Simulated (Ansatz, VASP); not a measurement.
# GeMo (wurtzite type (invented)): VASP beside Ansatz, part 2 of 2

Wanted: the spread between two codes on one cell, functional and k mesh. The cell is generated by rule, not measured, and may not be a known phase. The cell is taken from a series of runs on this material, whose earlier steps may have relaxed, scaled, displaced or heated it; both programs get it as it stands.

VASP 6.6.1 and Ansatz 0.2.0.

So far: The starting structure; VASP: relaxation of cell and atoms, PBEsol.

## 3. Ansatz: relaxation of cell and atoms, PBEsol

Level of this step: Ansatz beside VASP: Kohn-Sham DFT, plane waves, PBEsol (Ansatz).

Ansatz runs on its default PAW (the set named soft_2) files.

The same cell, functional, mesh and smearing now go to Ansatz, which takes its cutoff from its data sets.

Contents of input.yaml:

```yaml
crystal:
  lattice:
    - [4.3011614475, -2.745e-07, 0.0]
    - [-2.150580486, 3.7249152165, 0.0]
    - [0.0, 0.0, 4.9355895306]
  atoms:
    - { symbol: Mo, position: [0.3333333333, 0.6666666667, -0.062430786] }
    - { symbol: Mo, position: [0.6666666667, 0.3333333333, 0.437569214] }
    - { symbol: Ge, position: [0.3333333333, 0.6666666667, 0.437430786] }
    - { symbol: Ge, position: [0.6666666667, 0.3333333333, 0.937430786] }
kpoints:
  mp_grid: { grid: [12, 12, 8] }
hamiltonian:
  xc: pbesol
scf:
  occupations: { method: gaussian, width: 0.1 }
output:
  forces: true
  stress: true
  eigenvalues: true
  write_density: true
  write_potential: true
  elf: true
  volumetric_format: npy
relax:
  adjacent_minimum: "off"
  f_tol: 0.005
  max_steps: 80
  cell: { stress_tol: 0.05 }
```

On the command line:

```sh
$ ansatz run input.yaml --threads 2 --pin off --max-ram 5120MiB --backend cpu --events-out ev --progress --plain --runs-dir out
```

Numbers of over 12 decimals in the logs are rounded to 6 here.

Output:

```text
Engine: ansatz 0.2.0, aarch64-unknown-linux-gnu
Pseudopotentials: kind: paw
Pseudopotential: Mo, paw, valence charge 14, recommended cutoff 420 eV (normal), Mo.paw.azcp
Pseudopotential: Ge, paw, valence charge 14, recommended cutoff 420 eV (normal), Ge.paw.azcp
Functional definition: PBEsol
  exchange = pbesol_x
  correlation = pbesol_c
Crystal: 4 atoms, lattice volume = 79.075 Å³
Basis set: ecut = 420 eV, 1511 PW (Γ), exchange–correlation on 60×60×72 points (8 copies of the dense FFT grid, shifted against one another)
Bands: 34, of which v1, the nominal top of the filled ones, is band 28 counted from 1 (27 counted from 0)
Symmetry: 12 space group operations
Space group: P63mc (ITA 186), of the structure as read, at distance tolerance 4.3e-5 Å
k-points: 95 of 1152 (time reversal used)
Non-local potential: Mo, projectors of the file, l = 0: 3, l = 1: 2, l = 2: 2, l = 3: 1
Non-local potential: Ge, projectors of the file, l = 0: 2, l = 1: 2, l = 2: 3, l = 3: 1
PAW form: soft (Blöchl's): semilocal exchange-correlation on the pseudo side does not see the compensation charge
PAW frozen core: Mo, regenerated for the run's functional, and the local potential with it (the file was generated under x = pbe(κ = 0.804, μ = 0.219515), c = pbe(β = 0.066725))
PAW frozen core: Ge, regenerated for the run's functional, and the local potential with it (the file was generated under x = pbe(κ = 0.804, μ = 0.219515), c = pbe(β = 0.066725))
PAW one-centre angular grid: Mo, 590 points (default); XC on 64 Gauss nodes
PAW one-centre angular grid: Ge, 590 points (default); XC on 64 Gauss nodes
Initial density: superposition of atomic densities (neutral atoms: chi_scale 0, normalization atom), corrected by the library's trained network
Initial wavefunctions: pseudopotential atomic-orbital guess
Functional: x = pbesol(κ = 0.804, μ = 0.123457), c = pbesol(β = 0.046)
SCF iter   1: F=—  HF=-18299.667802 eV  |F-HF|=—  |Δ(HF+E_count)|=         —  Δρ=6.54e-3  dr2=2.12e-2  ethr=1.77e-3  ⟨swp⟩=5.8  Hψ=12026  notcnv=0
preconditioner: auto → LDOS  [metal: Δε(μ)=0.034 eV  Ē_g=15.751 eV  σ=0.100 eV  W_gap=0.19  n_scr=22 (ndim 8)  ℏωp=26.4 eV  f_vac=0.038  D(μ)=2.00/eV (n_scr^D=20)  β→1.0]
SCF iter   2: F=—  HF=-18299.668889 eV  |F-HF|=—  |Δ(HF+E_count)|=   1.09e-3  Δρ=3.35e-3  dr2=9.49e-3  ethr=3.78e-5  ⟨swp⟩=2.0  Hψ=6569  notcnv=0  defer=10
SCF iter   3: F=—  HF=-18299.666162 eV  |F-HF|=—  |Δ(HF+E_count)|=   2.73e-3  Δρ=6.80e-4  dr2=4.82e-4  ethr=1.70e-5  ⟨swp⟩=2.0  Hψ=5678  notcnv=0  defer=10
SCF iter   4: F=—  HF=-18299.666101 eV  |F-HF|=—  |Δ(HF+E_count)|=   6.11e-5  Δρ=1.31e-4  dr2=1.28e-5  ethr=8.61e-7  ⟨swp⟩=2.0  Hψ=4081  notcnv=0  defer=10
SCF iter   5: F=—  HF=-18299.666083 eV  |F-HF|=—  |Δ(HF+E_count)|=   1.80e-5  Δρ=3.88e-5  dr2=1.08e-6  ethr=2.29e-8  ⟨swp⟩=2.0  Hψ=5082  notcnv=0  defer=10
SCF iter   6: F=-18299.666082 eV  HF=-18299.666082 eV  |F-HF|=9.05e-9  |Δ(HF+E_count)|=   3.84e-7  Δρ=1.20e-5  dr2=6.24e-8  ethr=1.79e-10  ⟨swp⟩=11.3  Hψ=22879  notcnv=0
SCF 1 converged in 6 iterations: F = -18299.666082 eV  dr2 = 6.24e-8
  Residual-converged pass: ⟨swp⟩=1.0  Hψ=3610  notcnv=0  max |occ|·‖R‖ = 7.0e-9 eV (tolerance 1.0e-8 eV)  dr2=6.24e-8  dr2_onsite=2.07e-8  max |Δocc| = 6.1e-11
  greatest PAW one-centre occupation: 0.999 electrons in one spin orbital (limit 2), on the Mo atom at site 1 (counted from 0), in its partial waves of l = 0
relax step   1: F+E_penalty+E_count = -18299.66608243 eV  Δ(F+E_penalty+E_count) = +0.000e0 eV  max|allowed force component| = 1.100e-2 eV/Å  Δτ_max = 0.0000 Å  P = -0.065 GPa  Ω = 79.075 Å³  (6 SCF iters, dr2 threshold 1.00e-7 eV, accepted)
[...]
relax step   2: F+E_penalty+E_count = -18299.66646391 eV  Δ(F+E_penalty+E_count) = -3.815e-4 eV  max|allowed force component| = 2.589e-4 eV/Å  Δτ_max = 0.0003 Å  P = +0.034 GPa  Ω = 78.980 Å³  energy of the carried Pulay correction = +1.587e-5 eV  (4 SCF iters, dr2 threshold 4.00e-7 eV, accepted)
[...]
relax step   3: F+E_penalty+E_count = -18299.66646531 eV  Δ(F+E_penalty+E_count) = -1.396e-6 eV  max|allowed force component| = 1.268e-5 eV/Å  Δτ_max = 0.0000 Å  P = -0.005 GPa  Ω = 79.006 Å³  energy of the carried Pulay correction = +1.160e-5 eV  (4 SCF iters, dr2 threshold 9.18e-9 eV, accepted)
[...]
relax step   4: F+E_penalty+E_count = -18299.66645735 eV  Δ(F+E_penalty+E_count) = +7.958e-6 eV  max|allowed force component| = 1.281e-5 eV/Å  Δτ_max = 0.0000 Å  P = -0.005 GPa  Ω = 79.006 Å³  stress off target by 6.63e-3 GPa  SCF on the basis re-selected at this cell (its energy is not comparable with the rows above)  (5 SCF iters)
basis re-selected at this cell: Δ(F+E_penalty+E_count) = +7.958e-6 eV, ΔP = +0.000 GPa vs the last step (what re-selecting the basis moved, of the pressure what is left beyond the Pulay correction that the steps carried, after the strain that the cell walked since its last selection, with what the two solves' SCF thresholds leave and, on support functions, any second-order correction that the steps lacked; it is no m [...]
SCF converged after 5 iterations
Free energy (F): -18299.666457 eV
Harris-Foulkes:  -18299.666457 eV  (|F-HF|=7.28e-12)
Internal energy: -18299.656484 eV  (E = F + TS)
E sigma→0 (E₀):  -18299.661471 eV
Entropy (-TS):   -0.009973 eV (-2.493 meV/atom)
Fermi energy:    12.720509 eV
--- Per-component energies (eV) ---
  E_band       = -510.796493
  E_kinetic    = 1109.026548
  E_local      = -7125.251575  (includes V_loc(G=0)·N_el)
  E_nonlocal   = 1135.588483
  E_hartree    = 2937.042494
  E_xc         = -514.256530
  E_vxc        = -585.713413  (∫ρ·V_xc dr)
  E_paw        = -10247.350266  (= ΣΔE_a)
  E_vpaw       = -918.532103  (= ΣTr[D̂ρ^β])
  E_aug_tail   = 0.000698  (compensation charges beyond the density's cutoff)
  E_ewald      = -5596.710809
  E_core_change = 2.254471  (= ΣΔE_core)
  E_smearing   = -0.009973  (= −TS)
  E_closure    = 0.000000  (closes the sum)
  Σ components = -18299.666457   (vs F -18299.666457, Δ=0.00e0)
--- Forces (eV/Å), atoms counted from 1 ---
  atom   1  Mo     0.00000000    -0.00000000    -0.00001260
  atom   2  Mo    -0.00000000     0.00000000    -0.00001260
  atom   3  Ge     0.00000000    -0.00000000     0.00001302
  atom   4  Ge    -0.00000000     0.00000000     0.00001302
  max |Σ_I F_I| component: 8.26e-7 eV/Å
--- Stress (GPa, compression-positive) ---
       -0.003662      -0.000000      -0.000000
       -0.000000      -0.003662       0.000000
        0.000000      -0.000000      -0.006625
  P = ⅓ Tr σ = -0.0046 GPa (-0.046 kbar)
--- Band table (eV; the first three rows and the last of 95) ---
  k-point 0: bands = [... 24 lower, 9.9534, 11.0974, 11.0974, 12.0568, 13.1031, 13.1031, 15.7879, 16.0968, ... 2 higher]
  k-point 1: bands = [... 24 lower, 9.6292, 11.3355, 11.3355, 11.6851, 13.1727, 13.1727, 15.5517, 16.6855, ... 2 higher]
  k-point 2: bands = [... 24 lower, 9.3657, 10.7884, 11.8491, 11.8491, 13.2777, 13.2777, 15.4611, 17.0829, ... 2 higher]
  k-point 94: bands = [... 24 lower, 10.1637, 10.1637, 11.6934, 11.6934, 13.4688, 13.4688, 14.2848, 14.2848, ... 2 higher]
--- Relaxed structure (3 steps of the walk, 3 accepted, 1 SCFs on fresh bases) ---
  F+E_penalty+E_count = -18299.66645735 eV   max|allowed force component| = 1.281e-5 eV/Å   (the final SCF, on the basis selected at the relaxed cell)
  cell:  # Å, volume = 79.0057 Å³
    - [4.296408, -2.7421161401326935e-7, 0]
    - [-2.148204, 3.720798, 0]
    - [0, 0, 4.942160]
  atoms:
    - { symbol: Mo, position: [0.333333, 0.666667, -0.062500] }
    - { symbol: Mo, position: [0.666667, 0.333333, 0.437500] }
    - { symbol: Ge, position: [0.333333, 0.666667, 0.437500] }
    - { symbol: Ge, position: [0.666667, 0.333333, 0.937500] }
```

Reading the cycles: dr2 is the Hartree energy of the density residual (eV), the measure of convergence; HF is the Harris–Foulkes estimate of the energy, which meets the free energy F at convergence.

## 4. Side by side

Known differences besides the potentials themselves: the cutoff is 420 eV in Ansatz and 500 eV in VASP; Ansatz makes its cores anew for this functional, VASP keeps those of its PBE data sets; Ansatz adds a Pulay correction to the stress that steers its cell, VASP none. Total energies have different zeros and are not compared.

Compared:

```tsv
quantity	Ansatz	VASP	difference
volume (Å³)	79.01	79.12	-0.15 %
edge a after relaxation, in the typed setting (Å)	4.296	4.298	-0.04 %
edge c after relaxation, in the typed setting (Å)	4.942	4.945	-0.06 %
```

## 5. Summary of results

| Quantity | Value |
| --- | --- |
| difference in volume (relaxation of cell and atoms, PBEsol) | -0.15 % |

In words: The difference in volume is -0.15 % (relaxation of cell and atoms, PBEsol), within the 1.2 % picked in this series as the mark of a large difference, as far as the stopping tolerances let one tell. How closely two codes agree says nothing of how well the functional describes the real material.

[Lines on the potential files, build, host, timing and source positions are cut from VASP's logs without a mark.]

[Logs are printed without paths, hosts, clocks, repeated set-up lines and the standing remarks that a program may print on its own settings, such as how far it seeks lower states.]

[Hosts, paths, dates, database ids (printed as entryN), source tags and the programs' standing remarks are cut or masked in the printed files.]
